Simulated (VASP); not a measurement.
# SnO (Romarchite) (P4/nmm) in VASP: electric field gradients with r2SCAN

Aim: the electric field gradients of SnO (Romarchite) with r2SCAN.

All numbers are computed with VASP 6.6.1; they aren't measurements. Logs are shortened: lines on timing, memory, paths and dates and some standing lists are left out, and cuts for length are marked.

**1. Starting point**

The structure is tetragonal, space group P4/nmm (No. 129). Conventional cell: a = 3.799 Å, b = 3.799 Å, c = 4.841 Å, α = 90.00°, β = 90.00°, γ = 90.00°. Sn (site symmetry 4mm) is surrounded by 4 O at 2.22 Å. Around O (site symmetry -4m2) lie 4 Sn at 2.22 Å.

**2. Electric field gradients, r2SCAN**

The input, INCAR:

```
ALGO = Normal
EDIFF = 1E-7
ENCUT = 520
ISIF = 2
ISMEAR = -1
LASPH = True
LCHARG = False
LEFG = True
LMIXTAU = True
LREAL = False
LWAVE = False
METAGGA = R2SCAN
NELM = 100
PREC = Accurate
SIGMA = 0.02
```

The input, KPOINTS:

```
k-points
0
Gamma
  6 6 5
```

The input, POSCAR:

```
SnO
1.0
    3.7986000000      0.0000000000      0.0000000000
    0.0000000000      3.7986000000      0.0000000000
    0.0000000000      0.0000000000      4.8408000000
Sn O
2 2
Direct
    0.5000000000      0.0000000000      0.2369000000
    0.0000000000      0.5000000000      0.7631000000
    0.0000000000      0.0000000000      0.0000000000
    0.5000000000      0.5000000000      0.0000000000
```

Potentials or basis: VASP PAW PBE potentials, release 64 (Sn_d, O).

Command:

```console
$ cat potpaw_PBE.64/Sn_d/POTCAR potpaw_PBE.64/O/POTCAR > POTCAR
$ mpirun -np 1 vasp_std > vasp.out
```

OUTCAR:

```text
EDIFF = 1E-7
   ENCUT = 520
   ISIF = 2
   ISMEAR = -1
   LASPH = True
   LREAL = False
   METAGGA = R2SCAN
   NELM = 100
   PREC = Accurate

 ion  position               nearest neighbor table
   1  0.500  0.000  0.237-   3 2.22   4 2.22   4 2.22   3 2.22   2 3.53   2 3.53   2 3.53   2 3.53
                             2 3.70   2 3.70   2 3.70   2 3.70
   2  0.000  0.500  0.763-   3 2.22   4 2.22   3 2.22   4 2.22   1 3.53   1 3.53   1 3.53   1 3.53
                             1 3.70   1 3.70   1 3.70   1 3.70
   3  0.000  0.000  0.000-   1 2.22   2 2.22   2 2.22   1 2.22
   4  0.500  0.500  0.000-   1 2.22   2 2.22   1 2.22   2 2.22

  LATTYP: Found a simple tetragonal cell.
 ALAT       =     3.7986000000
 C/A-ratio  =     1.2743642395

  Lattice vectors:

 A1 = (   3.7986000000,   0.0000000000,   0.0000000000)
 A2 = (   0.0000000000,   3.7986000000,   0.0000000000)
 A3 = (   0.0000000000,   0.0000000000,   4.8408000000)

Analysis of symmetry for initial positions (statically):
=====================================================================
 Subroutine PRICEL returns:
 Original cell was already a primitive cell.

 Routine SETGRP: Setting up the symmetry group for a
 simple tetragonal supercell.

 Subroutine GETGRP returns: Found 16 space group operations
 (whereof  8 operations were pure point group operations)
 out of a pool of 16 trial point group operations.

The static configuration has the point symmetry D_2d.
 The point group associated with its full space group is D_4h.

Analysis of symmetry for dynamics (positions and initial velocities):
=====================================================================
 Subroutine PRICEL returns:
 Original cell was already a primitive cell.

 Routine SETGRP: Setting up the symmetry group for a
 simple tetragonal supercell.

 Subroutine GETGRP returns: Found 16 space group operations
 (whereof  8 operations were pure point group operations)
 out of a pool of 16 trial point group operations.

The dynamic configuration has the point symmetry D_2d.
 The point group associated with its full space group is D_4h.

[... 144 lines left out ...]
  ext. energy  EPLUGINS =         0.00000000
  ---------------------------------------------------
  free energy    TOTEN  =       -66.89857392 eV

  energy without entropy =      -66.89853870  energy(sigma->0) =      -66.89855631

 E-fermi :   7.3165     XC(G=0): -10.9496

 val. band max:        7.2315762407   @ k =   0.0000   0.0000   0.0000
 cond. band min:       7.4154555222   @ k =   0.5000   0.5000   0.0000
 fundamental gap:      0.1838792815
 Fermi energy:         7.3165351914

 k-point     1 :       0.0000    0.0000    0.0000
  band No.  band energies     occupation
      1     -15.7806      2.00000
      2     -15.2034      2.00000
      3     -15.1921      2.00000
      4     -15.1921      2.00000
      5     -15.1418      2.00000
      6     -15.1203      2.00000
[... 637 lines left out ...]
     23      12.9696      0.00000
     24      12.9696      0.00000

 [... further k-points ...]

------------------------ aborting loop because EDIFF is reached ----------------------------------------

  FORCE on cell =-STRESS in cart. coord.  units (eV):
  Direction    XX          YY          ZZ          XY          YZ          ZX
  --------------------------------------------------------------------------------------
  -------------------------------------------------------------------------------------
  Total        0.5667739      0.5667739      0.4997313      0.0000000      0.0000000      0.0000000
  in kB       13.0003844     13.0003844     11.4625927      0.0000000      0.0000000      0.0000000
  external PRESSURE =      12.4877872 kB  Pullay stress =       0.0000000 kB

 VOLUME and BASIS-vectors are now :
 -----------------------------------------------------------------------------
  energy-cutoff  :      520.00
  volume of cell :       69.85
      direct lattice vectors                 reciprocal lattice vectors
     3.798600000  0.000000000  0.000000000     0.263254883  0.000000000  0.000000000
     0.000000000  3.798600000  0.000000000     0.000000000  0.263254883  0.000000000
     0.000000000  0.000000000  4.840800000     0.000000000  0.000000000  0.206577425

 POSITION                                       TOTAL-FORCE (eV/Angst)
 -----------------------------------------------------------------------------------
      1.89930      0.00000      1.14679         0.000000     -0.000000      0.142735
      0.00000      1.89930      3.69401        -0.000000     -0.000000     -0.142735
      0.00000      0.00000      0.00000        -0.000000     -0.000000      0.000000
      1.89930      1.89930      0.00000        -0.000000      0.000000      0.000000
 -----------------------------------------------------------------------------------
    total drift:                                0.000000      0.000000      0.000000

  FREE ENERGIE OF THE ION-ELECTRON SYSTEM (eV)
  ---------------------------------------------------
  free  energy   TOTEN  =       -66.8985739206 eV

  energy  without entropy=      -66.8985387042  energy(sigma->0) =      -66.89855631

 Electric field gradients (V/A^2)
---------------------------------------------------------------------
 ion       V_xx      V_yy      V_zz      V_xy      V_xz      V_yz
---------------------------------------------------------------------
   1      94.044    94.044  -188.089     0.000    -0.000    -0.000
   2      94.044    94.044  -188.089     0.000    -0.000    -0.000
   3      -0.651    -0.651     1.302     0.000    -0.000     0.000
   4      -0.651    -0.651     1.302     0.000    -0.000     0.000
---------------------------------------------------------------------

 Electric field gradients after diagonalization (V/A^2)
 (convention: |V_zz| > |V_xx| > |V_yy|)
----------------------------------------------------------------------
 ion       V_xx      V_yy      V_zz     asymmetry (V_yy - V_xx)/ V_zz
----------------------------------------------------------------------
   1      94.044    94.044  -188.089       0.000
   2      94.044    94.044  -188.089       0.000
   3      -0.651    -0.651     1.302       0.000
   4      -0.651    -0.651     1.302       0.000
----------------------------------------------------------------------

           NMR quadrupolar parameters

 Cq : quadrupolar parameter    Cq=e*Q*V_zz/h
 eta: asymmetry parameters     (V_yy - V_xx)/ V_zz
 Q  : nuclear electric quadrupole moment in mb (millibarn)
----------------------------------------------------------------------
 ion       Cq(MHz)       eta       Q (mb)
----------------------------------------------------------------------
   1      -0.455       0.000       1.000
   2      -0.455       0.000       1.000
   3       0.003       0.000       1.000
   4       0.003       0.000       1.000
----------------------------------------------------------------------
```

Run time: 2.5 min. Hardware: 1 thread of Intel Xeon Platinum 8259CL at 2.50GHz (Skylake/Cascade Lake), shared host; peak memory 0.2 GiB.

What came out:

```yaml
Free_energy: -66.8986 eV
Pressure: 1.2 GPa
Largest_force: 0.143 eV/Å
Band_gap_on_the_k_mesh: 0.18 eV, indirect (least direct gap 2.31 eV)
```

Forces in eV/Å, atoms in the order of the input:
```
Sn   0.000  0.000  0.143
Sn   0.000  0.000 -0.143
O    0.000  0.000  0.000
O    0.000  0.000  0.000
```

Stress tensor (GPa, compression positive):
```
1.30 0.00 0.00
0.00 1.30 0.00
0.00 0.00 1.15
```

Electric field gradients, principal values (V/Å²):
| atom | Vxx | Vyy | Vzz |
| --- | --- | --- | --- |
| 1 Sn | 94.044 | 94.044 | -188.089 |
| 2 Sn | 94.044 | 94.044 | -188.089 |
| 3 O | -0.651 | -0.651 | 1.302 |
| 4 O | -0.651 | -0.651 | 1.302 |

Caveat: the PAW data sets were made with another functional, which shifts forces and pressure a little; spin-orbit coupling is left out, which moves the levels of the heavy elements; an odd mesh through Γ misses points on the zone boundary, where band edges often lie.
